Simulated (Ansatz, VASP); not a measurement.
# Ni3P2O8 (Ni3P2O8 (P2_1/c)) in two plane-wave programs

Wanted: the spread between two codes on one cell, functional and k mesh. Of the first pair: The structure shown is the start of the Ansatz relaxation below; VASP solves that cell, so the two are compared at the walk's first step.

Program: Ansatz 0.2.0. Level of theory: plane waves, with VASP 6.6.1 beside it; single point at PBEsol. Results are calculated unless marked as measured.

In doubt: warnings of the run leave room for a lower electronic state, so energies may not be the lowest and differences between runs may mislead.

## (1) Starting point

The structure is monoclinic, space group P2_1/c (No. 14). Conventional cell: a = 5.807 Å, b = 4.683 Å, c = 10.076 Å, α = 90.00°, β = 91.15°, γ = 90.00°. Ni has 6 O at 2.00 to 2.17 Å nearest. Nearest to Ni lie 6 O at 2.07 to 2.08 Å. Nearest to P lie 4 O at 1.52 to 1.59 Å. O has 1 P at 1.59 Å and 3 Ni at 2.07 to 2.17 Å nearest. Nearest to O lie 1 P at 1.53 Å and 2 Ni at 2.00 to 2.09 Å. Nearest to O lie 1 P at 1.54 Å and 2 Ni at 2.04 to 2.07 Å. Farther neighbours and most contacts between anions are not listed.

## (2) Ansatz: relaxation, PBEsol

Ansatz runs on its default PAW (the set named soft_2) files.

The two programs are compared at the cell with which this relaxation starts, whose forces are those of its first step.

The input, input.yaml:

```yaml
crystal:
  lattice:
    - [5.8074432, 0.0, 0.0]
    - [0.0, 4.68332, 0.0]
    - [-0.2030019, 0.0, 10.073927]
  atoms:
    - { symbol: Ni, position: [0.75712387, 0.51311573, 0.22650095], spin: 1.5 }
    - { symbol: Ni, position: [0.24287613, 0.01311573, 0.27349905], spin: 1.5 }
    - { symbol: Ni, position: [0.75712387, 0.98688427, 0.72650095], spin: 1.5 }
    - { symbol: Ni, position: [0.24287613, 0.48688427, 0.77349905], spin: 1.5 }
    - { symbol: Ni, position: [0.5, 0.0, 0.0], spin: 1.5 }
    - { symbol: Ni, position: [0.5, 0.5, 0.5], spin: 1.5 }
    - { symbol: P, position: [0.25055317, 0.5772498, 0.0947762] }
    - { symbol: P, position: [0.74944683, 0.0772498, 0.4052238] }
    - { symbol: P, position: [0.74944683, 0.4227502, 0.9052238] }
    - { symbol: P, position: [0.25055317, 0.9227502, 0.5947762] }
    - { symbol: O, position: [0.466257, 0.73420335, 0.16222728] }
    - { symbol: O, position: [0.533743, 0.23420335, 0.33777272] }
    - { symbol: O, position: [0.533743, 0.26579665, 0.83777272] }
    - { symbol: O, position: [0.466257, 0.76579665, 0.66222728] }
    - { symbol: O, position: [0.05043578, 0.69985178, 0.1731356] }
    - { symbol: O, position: [0.94956422, 0.19985178, 0.3268644] }
    - { symbol: O, position: [0.94956422, 0.30014822, 0.8268644] }
    - { symbol: O, position: [0.05043578, 0.80014822, 0.6731356] }
    - { symbol: O, position: [0.25584243, 0.80828525, 0.45179925] }
    - { symbol: O, position: [0.74415757, 0.30828525, 0.04820075] }
    - { symbol: O, position: [0.26743329, 0.24688403, 0.60124758] }
    - { symbol: O, position: [0.73256671, 0.74688403, 0.89875242] }
    - { symbol: O, position: [0.73256671, 0.75311597, 0.39875242] }
    - { symbol: O, position: [0.74415757, 0.19171475, 0.54820075] }
    - { symbol: O, position: [0.25584243, 0.69171475, 0.95179925] }
    - { symbol: O, position: [0.26743329, 0.25311597, 0.10124758] }
magnetization:
  spin_polarized: true
basis:
  ecutwfc: 420
  xc_grid: 2
hamiltonian:
  xc: pbesol
kpoints:
  mp_grid: { grid: [5, 6, 3] }
scf:
  occupations: { method: fermi_dirac, width: 0.01 }
  max_iter: 150
output:
  forces: true
  stress: true
relax:
  f_tol: 0.01
  max_steps: 60
  cell: {}
checkpoint:
  write: "../pbesol.run"
  compress: false
  write_wavefunctions: false
  write_every: 100000
```

Started as:

```sh
$ ansatz run input.yaml --threads 4 --pin off --max-ram 6594MiB --backend cpu --events-out ev --progress --plain --runs-dir out
```

Numbers of over 12 decimals in the logs are rounded to 6 here.

The program printed:

```text
Engine: ansatz 0.2.0, aarch64-unknown-linux-gnu
Pseudopotentials: kind: paw
Pseudopotential: Ni, paw, valence charge 18, recommended cutoff 420 eV (normal), Ni.paw.azcp
Pseudopotential: P, paw, valence charge 5, recommended cutoff 420 eV (normal), P.paw.azcp
Pseudopotential: O, paw, valence charge 6, recommended cutoff 420 eV (normal), O.paw.azcp
Functional definition: PBEsol
  exchange = pbesol_x
  correlation = pbesol_c
Crystal: 26 atoms, lattice volume = 273.992 Å³
Basis set: ecut = 420 eV, 5357 PW (Γ), exchange–correlation on 80×64×144 points (8 copies of the dense FFT grid, shifted against one another)
Bands: 143, of which v1, the nominal top of the filled ones, is band 112 counted from 1 (111 counted from 0)
Symmetry: 4 space group operations
Space group: P21/c (ITA 14), of the structure as read, at distance tolerance 6.5e-5 Å
Magnetic group: BNS 14.75 (UNI 82), of the structure as read, at distance tolerance 6.5e-5 Å
k-points: 32 of 90
Non-local potential: Ni, projectors of the file, l = 0: 3, l = 1: 2, l = 2: 3, l = 3: 1
Non-local potential: P, projectors of the file, l = 0: 2, l = 1: 2, l = 2: 2
Non-local potential: O, projectors of the file, l = 0: 2, l = 1: 2, l = 2: 1
PAW form: soft (Blöchl's): semilocal exchange-correlation on the pseudo side does not see the compensation charge
PAW frozen core: Ni, regenerated for the run's functional, and the local potential with it (the file was generated under x = pbe(κ = 0.804, μ = 0.219515), c = pbe(β = 0.066725))
PAW frozen core: P, regenerated for the run's functional, and the local potential with it (the file was generated under x = pbe(κ = 0.804, μ = 0.219515), c = pbe(β = 0.066725))
PAW frozen core: O, regenerated for the run's functional, and the local potential with it (the file was generated under x = pbe(κ = 0.804, μ = 0.219515), c = pbe(β = 0.066725))
PAW one-centre angular grid: Ni, 590 points (default); XC on 64 Gauss nodes
PAW one-centre angular grid: P, 110 points (default); XC on 64 Gauss nodes
PAW one-centre angular grid: O, 110 points (default); XC on 64 Gauss nodes
Initial density: superposition of atomic densities (chi_scale 0.1, normalization cell, long waves kept (reshape's long-wave potential 0.23 eV rms))
Starting moments: Σ|m| = 9 μB on 6 of 26 sites
Initial wavefunctions: pseudopotential atomic-orbital guess
Functional: x = pbesol(κ = 0.804, μ = 0.123457), c = pbesol(β = 0.046)
SCF iter   1: F=—  HF=-46769.608532 eV  |F-HF|=—  |Δ(HF+E_count)|=         —  Δρ=1.45e-1 (↑9.77e-2 ↓1.45e-1)  dr2=1.29e2  dr2_m=2.65e0  M=9.154 μB ∫|m|=9.160 μB  β_m=0.30  ethr=3.10e-3  ⟨swp⟩=6.0  Hψ=37561  notcnv=0  defer=596
Mixer restart at iter 1: flushing history
preconditioner: auto → Kerker (q_TF=auto, 2.638 Å⁻¹)  [metal: Δε(μ)=0.003 eV  Ē_g=13.987 eV  σ=0.010 eV  W_gap=0.08  n_scr=86 (ndim 8)  ℏωp=29.8 eV  f_vac=0.046  D(μ)=18.52/eV (n_scr^D=194)]
spin=Collinear: Kerker preconditioning applied to the charge; magnetization (m = ρ↑ − ρ↓) channel mixes plain (no charge-response kernel on spin).
SCF iter   2: F=—  HF=-46765.995778 eV  |F-HF|=—  |Δ(HF+E_count)|=    3.61e0  Δρ=5.62e-2 (↑5.62e-2 ↓5.02e-2)  dr2=2.30e1  dr2_m=2.42e0  M=11.871 μB ∫|m|=11.902 μB  β_m=0.35  ethr=3.10e-3  ⟨swp⟩=3.4  Hψ=19166  notcnv=0  defer=1417
SCF iter   3: F=—  HF=-46764.441201 eV  |F-HF|=—  |Δ(HF+E_count)|=    1.55e0  Δρ=3.30e-2 (↑3.30e-2 ↓3.23e-2)  dr2=1.01e1  dr2_m=9.43e-1  M=12.000 μB ∫|m|=12.085 μB  β_m=0.53  ethr=3.10e-3  ⟨swp⟩=2.8  Hψ=14807  notcnv=0  defer=1425
SCF iter   4: F=—  HF=-46762.238833 eV  |F-HF|=—  |Δ(HF+E_count)|=    2.20e0  Δρ=1.28e-2 (↑7.82e-3 ↓1.28e-2)  dr2=9.77e-1  dr2_m=4.11e-2  M=12.000 μB ∫|m|=12.266 μB  β_m=0.77  ethr=3.10e-3  ⟨swp⟩=2.8  Hψ=13649  notcnv=0  defer=1424
SCF iter   5: F=—  HF=-46762.569185 eV  |F-HF|=—  |Δ(HF+E_count)|=   3.30e-1  Δρ=1.32e-2 (↑5.49e-3 ↓1.32e-2)  dr2=5.60e-1  dr2_m=5.76e-2  M=12.000 μB ∫|m|=12.280 μB  β_m=0.80  ethr=4.36e-4  ⟨swp⟩=3.1  Hψ=13669  notcnv=0  defer=1449
SCF iter   6: F=—  HF=-46762.618817 eV  |F-HF|=—  |Δ(HF+E_count)|=   4.96e-2  Δρ=8.71e-3 (↑5.46e-3 ↓8.71e-3)  dr2=3.04e-1  dr2_m=2.30e-2  M=12.000 μB ∫|m|=12.261 μB  β_m=0.63  ethr=2.50e-4  ⟨swp⟩=2.8  Hψ=17229  notcnv=0  defer=1449
SCF iter   7: F=—  HF=-46762.535058 eV  |F-HF|=—  |Δ(HF+E_count)|=         —  Δρ=2.57e-3 (↑2.22e-3 ↓2.57e-3)  dr2=3.92e-2  dr2_m=9.20e-3  M=12.000 μB ∫|m|=12.262 μB  β_m=0.63  ethr=1.36e-4  ⟨swp⟩=3.0  Hψ=17918  notcnv=0  defer=1436
SCF iter   8: F=—  HF=-46762.535563 eV  |F-HF|=—  |Δ(HF+E_count)|=         —  Δρ=1.05e-3 (↑8.86e-4 ↓1.05e-3)  dr2=2.00e-2  dr2_m=7.57e-4  M=12.000 μB ∫|m|=12.262 μB  β_m=0.63  ethr=1.75e-5  ⟨swp⟩=2.3  Hψ=10969  notcnv=0  defer=1436
[...]
SCF iter   7: F=-46762.634918 eV  HF=-46762.634918 eV  |F-HF|=2.04e-10  |Δ(HF+E_count)|=  4.37e-11  Δρ=2.23e-7 (↑9.02e-8 ↓2.23e-7)  dr2=1.80e-10  dr2_m=1.53e-11  M=12.000 μB ∫|m|=12.258 μB  ethr=1.00e-12  ⟨swp⟩=3.0  Hψ=27460  notcnv=0
SCF 8 converged in 7 iterations: F = -46762.634918 eV  dr2 = 1.80e-10
relax step   8: F+E_penalty+E_count = -46762.63491753 eV  Δ(F+E_penalty+E_count) = +1.138e-3 eV  max|allowed force component| = 6.115e-3 eV/Å  Δτ_max = 0.0000 Å  P = -0.007 GPa  Ω = 270.961 Å³  stress off target by 8.41e-3 GPa  SCF on the basis re-selected at this cell (its energy is not comparable with the rows above)  (7 SCF iters)
basis re-selected at this cell: Δ(F+E_penalty+E_count) = +1.138e-3 eV, ΔP = -0.003 GPa vs the last step (what re-selecting the basis moved, of the pressure what is left beyond the Pulay correction that the steps carried, after the strain that the cell walked since its last selection, with what the two solves' SCF thresholds leave and, on support functions, any second-order correction that the steps lacked; it is no m [...]
WARN: an SCF from ferrimagnetic starting moments (-1.61, 1.61, -1.61, 1.61, 1.56, 1.56, 0.00, 0.00, 0.00, 0.00, 0.00, 0.00, 0.00, 0.00, 0.00, 0.00, 0.00, 0.00, 0.00, 0.00, 0.00, 0.00, 0.00, 0.00, 0.00, 0.00 Bohr magnetons, atom by atom) was not made, by what the run has read of turns of its moments that order reads lower: the deck asks for what bars it, or types moments that do (magnetization.spin_polarized, in the i [...]
SCF converged after 7 iterations
Magnetization: 12.0000 μB (118.0000 up, 106.0000 down)
Absolute magnetization: 12.2546 μB (∫|ρ↑−ρ↓|, with the PAW one-centre terms)
Spin contamination: 0.0151 ħ² per cell (⟨S²⟩ above its minimum at these occupations)
Per-site moments (μB) at R_I (Å): [(1.586327, 0.821289), (1.586327, 0.821289), (1.586327, 0.821289), (1.586327, 0.821289), (1.554388, 0.848756), (1.554388, 0.848756), (0.00652296, 0.633177), (0.00652296, 0.633177), (0.00652296, 0.633177), (0.00652296, 0.633177), (0.156675, 0.663385), (0.156675, 0.663385), (0.156675, 0.663385), (0.156675, 0.663385), (0.105792, 0.636099), (0.105792, 0.636099), (0.105792, 0.636099), (0.105792, 0.636099), (0.105707, 0.639408), (0.105707, 0.639408), (0.091707, 0.633177), (0.091707, 0.633177), (0.091707, 0.633177), (0.105707, 0.639408), (0.105707, 0.639408), (0.091707, 0.633177)]
Free energy (F): -46762.634918 eV
Harris-Foulkes:  -46762.634918 eV  (|F-HF|=2.04e-10)
Internal energy: -46762.634918 eV  (E = F + TS)
E sigma→0 (E₀):  -46762.634918 eV
Fermi energy:    9.144837 eV
--- Per-component energies (eV) ---
  E_band       = -2780.808563
  E_kinetic    = 4793.994515
  E_local      = -34870.120851  (includes V_loc(G=0)·N_el)
  E_nonlocal   = 4764.465502
  E_hartree    = 14344.831846
  E_xc         = -1907.854753
  E_vxc        = -2382.966425  (∫ρ·V_xc dr)
  E_paw        = -14248.224003  (= ΣΔE_a)
  E_vpaw       = -3775.887115  (= ΣTr[D̂ρ^β])
  E_aug_tail   = 0.042896  (compensation charges beyond the density's cutoff)
  E_ewald      = -19641.702794
  E_core_change = 1.932724  (= ΣΔE_core)
  E_smearing   = -0.000000  (= −TS)
  E_closure    = -0.000000  (closes the sum)
  Σ components = -46762.634918   (vs F -46762.634918, Δ=0.00e0)
--- Forces (eV/Å), atoms counted from 1 ---
  atom   1  Ni    -0.00143413    -0.00007222    -0.00059713
  atom   2  Ni     0.00143413    -0.00007222     0.00059713
  atom   3  Ni    -0.00143413     0.00007222    -0.00059713
  atom   4  Ni     0.00143413     0.00007222     0.00059713
  atom   5  Ni     0.00000000    -0.00000000    -0.00000000
  atom   6  Ni     0.00000000     0.00000000     0.00000000
  atom   7  P      0.00611511     0.00010731     0.00111035
  atom   8  P     -0.00611511     0.00010731    -0.00111035
  atom   9  P     -0.00611511    -0.00010731    -0.00111035
  atom  10  P      0.00611511    -0.00010731     0.00111035
  atom  11  O     -0.00224341     0.00088131    -0.00154929
  atom  12  O      0.00224341     0.00088131     0.00154929
  atom  13  O      0.00224341    -0.00088131     0.00154929
  atom  14  O     -0.00224341    -0.00088131    -0.00154929
  atom  15  O     -0.00148890     0.00012277     0.00019632
  atom  16  O      0.00148890     0.00012277    -0.00019632
  atom  17  O      0.00148890    -0.00012277    -0.00019632
  atom  18  O     -0.00148890    -0.00012277     0.00019632
  atom  19  O     -0.00018778    -0.00007532     0.00029009
  atom  20  O      0.00018778    -0.00007532    -0.00029009
  atom  21  O     -0.00126928    -0.00023245     0.00113981
  atom  22  O      0.00126928    -0.00023245    -0.00113981
  atom  23  O      0.00126928     0.00023245    -0.00113981
  atom  24  O      0.00018778     0.00007532    -0.00029009
  atom  25  O     -0.00018778     0.00007532     0.00029009
  atom  26  O     -0.00126928     0.00023245     0.00113981
  max |Σ_I F_I| component: 8.67e-19 eV/Å
--- Stress (GPa, compression-positive) ---
       -0.005349       0.000000      -0.001380
        0.000000      -0.008412       0.000000
       -0.001380       0.000000      -0.007395
  P = ⅓ Tr σ = -0.0071 GPa (-0.071 kbar)
--- Relaxed structure (6 steps of the walk, 6 accepted, 2 SCFs on fresh bases) ---
  F+E_penalty+E_count = -46762.63491753 eV   max|allowed force component| = 6.115e-3 eV/Å   (the final SCF, on the basis selected at the relaxed cell)
  cell:  # Å, volume = 270.9610 Å³
    - [5.773793, 0, 0.00362099]
    - [0, 4.663808, 0]
    - [-0.195544, 0, 10.062352]
  atoms:
    - { symbol: Ni, position: [0.754836, 0.512002, 0.227034] }
    - { symbol: Ni, position: [0.245164, 0.012002, 0.272966] }
    - { symbol: Ni, position: [0.754836, 0.987998, 0.727034] }
    - { symbol: Ni, position: [0.245164, 0.487998, 0.772966] }
    - { symbol: Ni, position: [0.5, 0, 0.0] }
    - { symbol: Ni, position: [0.5, 0.500000, 0.500000] }
    - { symbol: P, position: [0.250583, 0.576436, 0.094668] }
    - { symbol: P, position: [0.749417, 0.076436, 0.405332] }
    - { symbol: P, position: [0.749417, 0.423564, 0.905332] }
    - { symbol: P, position: [0.250583, 0.923564, 0.594668] }
    - { symbol: O, position: [0.469071, 0.736639, 0.162727] }
    - { symbol: O, position: [0.530929, 0.236639, 0.337273] }
    - { symbol: O, position: [0.530929, 0.263361, 0.837273] }
    - { symbol: O, position: [0.469071, 0.763361, 0.662727] }
    - { symbol: O, position: [0.048170, 0.701102, 0.174091] }
    - { symbol: O, position: [0.951830, 0.201102, 0.325909] }
    - { symbol: O, position: [0.951830, 0.298898, 0.825909] }
    - { symbol: O, position: [0.048170, 0.798898, 0.674091] }
    - { symbol: O, position: [0.256801, 0.807641, 0.450433] }
    - { symbol: O, position: [0.743199, 0.307641, 0.049567] }
    - { symbol: O, position: [0.266439, 0.251843, 0.600899] }
    - { symbol: O, position: [0.733561, 0.751843, 0.899101] }
    - { symbol: O, position: [0.733561, 0.748157, 0.399101] }
    - { symbol: O, position: [0.743199, 0.192359, 0.549567] }
    - { symbol: O, position: [0.256801, 0.692359, 0.950433] }
    - { symbol: O, position: [0.266439, 0.248157, 0.100899] }
```

(Part 1 of 3 ends here.)

[Lines on the potential files, build, host, timing and source positions are cut from VASP's logs without a mark.]

[Logs are printed without paths, hosts, clocks, repeated set-up lines and the standing remarks that a program may print on its own settings, such as how far it seeks lower states.]

[Hosts, paths, dates, database ids (printed as entryN), source tags and the programs' standing remarks are cut or masked in the printed files.]
